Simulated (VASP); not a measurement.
Computed with LDA (Ceperley-Alder, Perdew-Zunger), VASP's LDA PAW potentials (set 64) (plane waves; VASP).

The input files of a VASP run:

POSCAR:
```
Ta2C
3.114890
  1.0000000000   0.0000000000   0.0000000000
 -0.5000000000   0.8660254455   0.0000000000
  0.0000000000   0.0000000000   1.5857060763
Ta C
2 1
Cart
  0.0149050000   0.5946182670   0.4074662048
  0.4965810000   0.2940658682   1.1829525900
 -0.0114860000  -0.0226586898  -0.0047143042
```

### KPOINTS
```
Automatic mesh
0
Gamma
12 12 7
0 0 0
```

**INCAR**
```
SYSTEM=Ta2C
PREC=Accurate; ENCUT=400; LREAL=.FALSE.
LASPH=.TRUE.
EDIFF=1E-6; NELM=100; ALGO=Normal
LMAXMIX=6
ISMEAR=0; SIGMA=0.2
ISIF=2
LWAVE=.FALSE.; LCHARG=.FALSE.
```

POTCAR, in this order: Ta_pv C (LDA.64 set). Program: vasp_std.

The resulting files:

OUTCAR:
```
 ion  position               nearest neighbor table
   1  0.358  0.687  0.257-   3 2.10   3 2.22   3 2.31   2 2.99   2 2.99   2 3.05   2 3.08   2 3.08
                             2 3.14
   2  0.666  0.340  0.746-   3 2.11   3 2.20   3 2.24   1 2.99   1 2.99   1 3.05   1 3.08   1 3.08
                             1 3.14
   3  0.975  0.974  0.997-   1 2.10   2 2.11   2 2.20   1 2.22   2 2.24   1 2.31
  LATTYP: Found a hexagonal cell.
 ALAT       =     3.1148900000
 C/A-ratio  =     1.5857060763
 Subroutine PRICEL returns:
 Original cell was already a primitive cell.
 Subroutine GETGRP returns: Found  1 space group operations
The static configuration has the point symmetry C_1 .
The dynamic configuration has the point symmetry C_1 .
 Subroutine INISYM returns: Found  1 space group operations
 Subroutine IBZKPT returns following result:
 Found    506 irreducible k-points:

 Following reciprocal coordinates:
            Coordinates               Weight
  0.000000  0.000000  0.000000      1.000000
  0.083333  0.000000  0.000000      2.000000
  0.000000  0.083333  0.000000      2.000000
 -0.083333  0.083333  0.000000      2.000000
  0.166667  0.000000  0.000000      2.000000
  0.000000  0.166667  0.000000      2.000000
 -0.166667  0.166667  0.000000      2.000000
  0.250000  0.000000  0.000000      2.000000
  0.000000  0.250000  0.000000      2.000000
 -0.250000  0.250000  0.000000      2.000000
  0.333333  0.000000  0.000000      2.000000
  0.000000  0.333333  0.000000      2.000000
 -0.333333  0.333333  0.000000      2.000000
  0.416667  0.000000  0.000000      2.000000
  0.000000  0.416667  0.000000      2.000000
 -0.416667  0.416667  0.000000      2.000000
  0.500000  0.000000  0.000000      1.000000
  0.000000  0.500000  0.000000      1.000000
  0.500000  0.500000  0.000000      1.000000
  0.083333  0.083333  0.000000      2.000000
 -0.083333  0.166667  0.000000      2.000000
 -0.166667  0.083333  0.000000      2.000000
  0.166667  0.083333  0.000000      2.000000
 -0.083333  0.250000  0.000000      2.000000
 -0.250000  0.166667  0.000000      2.000000
 -0.166667  0.250000  0.000000      2.000000
  0.083333  0.166667  0.000000      2.000000
  0.250000 -0.083333  0.000000      2.000000
  0.250000  0.083333  0.000000      2.000000
 -0.083333  0.333333  0.000000      2.000000
 -0.333333  0.250000  0.000000      2.000000
 -0.250000  0.333333  0.000000      2.000000
  0.083333  0.250000  0.000000      2.000000
  0.333333 -0.083333  0.000000      2.000000
  0.333333  0.083333  0.000000      2.000000
 -0.083333  0.416667  0.000000      2.000000
 -0.416667  0.333333  0.000000      2.000000
 -0.333333  0.416667  0.000000      2.000000
  0.083333  0.333333  0.000000      2.000000
  0.416667 -0.083333  0.000000      2.000000
   k-points           NKPTS =    506   k-points in BZ     NKDIM =    506   number of bands    NBANDS=     17
   number of dos      NEDOS =    301   number of ions     NIONS =      3
   total plane-waves  NPLWV =  12800
   dimension x,y,z NGX =    20 NGY =   20 NGZ =   32
   dimension x,y,z NGXF=    40 NGYF=   40 NGZF=   64
   ions per type =               2   1
   PREC   = accura    normal or accurate (medium, high low for compatibility)
   ISTART =      0    job   : 0-new  1-cont  2-samecut
   ICHARG =      2    charge: 1-file 2-atom 10-const
   ISPIN  =      1    spin polarized calculation?
   LNONCOLLINEAR =      F non collinear calculations
   LSORBIT =      F    spin-orbit coupling
   INIWAV =      1    electr: 0-lowe 1-rand  2-diag
   ENCUT  =  400.0 eV  29.40 Ry    5.42 a.u.   5.08  5.08  8.05*2*pi/ulx,y,z
   NELM   =    100;   NELMIN=  2; NELMDL= -5     # of ELM steps
...
```

**OSZICAR**
```
       N       E                     dE             d eps       ncg     rms          rms(c)
DAV:   1     0.166215921273E+03    0.16622E+03   -0.13242E+04 17252   0.131E+03
DAV:   2    -0.359540816999E+02   -0.20217E+03   -0.20005E+03 20802   0.371E+02
DAV:   3    -0.416108985566E+02   -0.56568E+01   -0.55859E+01 23558   0.583E+01
DAV:   4    -0.416574437523E+02   -0.46545E-01   -0.46419E-01 22056   0.536E+00
DAV:   5    -0.416579434933E+02   -0.49974E-03   -0.49933E-03 23902   0.483E-01    0.277E+01
DAV:   6    -0.378180808281E+02    0.38399E+01   -0.26146E+01 19868   0.285E+01    0.117E+01
DAV:   7    -0.375735306535E+02    0.24455E+00   -0.17132E+00 20572   0.850E+00    0.559E+00
DAV:   8    -0.375256491989E+02    0.47881E-01   -0.19283E-01 23087   0.356E+00    0.608E-01
DAV:   9    -0.375212558835E+02    0.43933E-02   -0.33464E-02 24663   0.158E+00    0.219E-01
DAV:  10    -0.375205889586E+02    0.66692E-03   -0.49472E-03 24080   0.755E-01    0.122E-01
DAV:  11    -0.375204272240E+02    0.16173E-03   -0.15995E-03 21426   0.333E-01    0.424E-02
DAV:  12    -0.375203926236E+02    0.34600E-04   -0.27112E-04 19129   0.954E-02    0.167E-02
DAV:  13    -0.375203935227E+02   -0.89915E-06   -0.11231E-05 20415   0.259E-02    0.389E-03
DAV:  14    -0.375203933598E+02    0.16296E-06   -0.11899E-06 12467   0.959E-03
   1 F= -.37520393E+02 E0= -.37513084E+02  d E =-.146186E-01
```

OUTCAR:
```
------------------------ aborting loop because EDIFF is reached ----------------------------------------
  FORCE on cell =-STRESS in cart. coord.  units (eV):
  Direction    XX          YY          ZZ          XY          YZ          ZX
  --------------------------------------------------------------------------------------
  Total       -2.3587746     -2.0824228     -2.1138189      0.0855676     -0.1022353     -0.5931558
  in kB      -91.0574602    -80.3892556    -81.6012615      3.3032264     -3.9466632    -22.8980184
  external PRESSURE =     -84.3493258 kB  Pullay stress =       0.0000000 kB
  volume of cell :       41.50
      direct lattice vectors                 reciprocal lattice vectors
     3.114890000  0.000000000  0.000000000     0.321038624  0.185351727  0.000000000
    -1.557445000  2.697574000  0.000000000     0.000000000  0.370703454  0.000000000
     0.000000000  0.000000000  4.939300000     0.000000000  0.000000000  0.202457838
 POSITION                                       TOTAL-FORCE (eV/Angst)
 -----------------------------------------------------------------------------------
      0.04643      1.85217      1.26921        -0.829476     -0.985755     -0.560181
      1.54680      0.91598      3.68477        -0.167871     -0.803878      0.282566
      1.52167      2.62699      4.92462         0.997347      1.789632      0.277615
 -----------------------------------------------------------------------------------
    total drift:                                0.000005      0.000162      0.000103
  FREE ENERGIE OF THE ION-ELECTRON SYSTEM (eV)
  ---------------------------------------------------
  free  energy   TOTEN  =       -37.5203933598 eV

  energy  without entropy=      -37.5057747165  energy(sigma->0) =      -37.51308404
```
(Selected blocks of OUTCAR.)

OUTCAR:
```
 val. band max:        6.4113198337   @ k =   0.1667  -0.0833   0.1429

 cond. band min:       6.4177627128   @ k =   0.0000   0.0833   0.2857


 Fermi energy:         6.4146349097

 k-point     1 :       0.0000    0.0000    0.0000
  band No.  band energies     occupation
      1     -28.2499      2.00000
      2     -27.5838      2.00000
      3     -27.5649      2.00000
      4     -27.4676      2.00000
      5     -27.4455      2.00000
      6     -27.3655      2.00000
      7      -6.3372      2.00000
      8      -0.2953      2.00000
      9       2.8993      2.00000
     10       2.9454      2.00000
     11       3.5540      2.00000
     12       6.3471      1.36690
     13       6.8028      0.00605
     14       6.9403      0.00020
     15       7.2942      0.00000
     16       7.5905      0.00000
     17       8.5147      0.00000

 k-point     2 :       0.0833    0.0000    0.0000
  band No.  band energies     occupation
      1     -28.2320      2.00000
      2     -27.6077      2.00000
      3     -27.5962      2.00000
      4     -27.5065      2.00000
      5     -27.4505      2.00000
      6     -27.3714      2.00000
      7      -6.2026      2.00000
      8      -0.1020      2.00000
      9       2.2577      2.00000
     10       2.9806      2.00000
     11       3.9002      2.00000
     12       6.1589      1.92948
     13       6.6014      0.18653
     14       7.0663      0.00000
     15       7.1684      0.00000
     16       7.2511      0.00000
     17       8.8114      0.00000

 k-point     3 :       0.0000    0.0833    0.0000
  band No.  band energies     occupation
      1     -28.2306      2.00000
      2     -27.6220      2.00000
      3     -27.5817      2.00000
      4     -27.4955      2.00000
      5     -27.4615      2.00000
      6     -27.3731      2.00000
      7      -6.2029      2.00000
      8      -0.1026      2.00000
      9       2.3007      2.00000
     10       2.9518      2.00000
     11       3.8840      2.00000
...
```

At this cut-off the stress carries a Pulay error, which pulls relaxed volumes low. Unless said otherwise, spin-orbit coupling is left out, though it shifts the bands of the heavy elements here.

The structure comes from a computed database's Ta2C entry (P-3m1); how it stands against other phases isn't given here. The cell was not relaxed at this level, atoms are displaced from their ideal sites.
